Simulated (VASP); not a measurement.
A run of VASP 6.6.1 is set up as follows.

File INCAR:

```
PREC = Accurate ; ENCUT = 600
EDIFF = 1E-7 ; ISMEAR = -1
SIGMA = 0.05 ; LREAL = F
LASPH = T ; NELM = 100
ALGO = Fast ; ISIF = 3
LWAVE = F ; LCHARG = F
GGA = PS ; IBRION = 2
NSW = 60 ; EDIFFG = -0.02
PSTRESS = 50
```

File KPOINTS:

```
regular mesh
0
Gamma
  5 5 5
```

POSCAR

```
SrB3Pt
1.0
    4.5405600000      0.0000000000      0.0000000000
    0.0000000000      4.5405600000      0.0000000000
    0.0000000000      0.0000000000      4.5405600000
Sr B Pt
1 3 1
Direct
    0.0000000000      0.0000000000      0.0000000000
    0.5000000000      0.0000000000      0.0000000000
    0.0000000000      0.5000000000      0.0000000000
    0.0000000000      0.0000000000      0.5000000000
    0.5000000000      0.5000000000      0.5000000000
```

Potentials or basis: VASP PAW PBE potentials, release 64 (Sr_sv, B, Pt).

Launch:

```console
$ cat potpaw_PBE.64/Sr_sv/POTCAR potpaw_PBE.64/B/POTCAR potpaw_PBE.64/Pt/POTCAR > POTCAR
$ mpirun -np 1 vasp_std > vasp.out
```

(1) What does it give for the band gap on the k mesh?

(2) Predict the relaxed volume.

(3) What does it give for the relaxed cell?

Answers

(1) none (metal or under the smearing width).

(2) 14.36 Å³/atom.

(3) a = 4.156 Å, b = 4.156 Å, c = 4.156 Å, α = 90.00°, β = 90.00°, γ = 90.00°.

Caveat: the cell is relaxed towards a set pressure, so the enthalpy falls and the energy may rise; the volume moved by over 15 % at a fixed basis, so the end points are rough; the PAW data sets were made with another functional, which shifts forces and pressure a little.
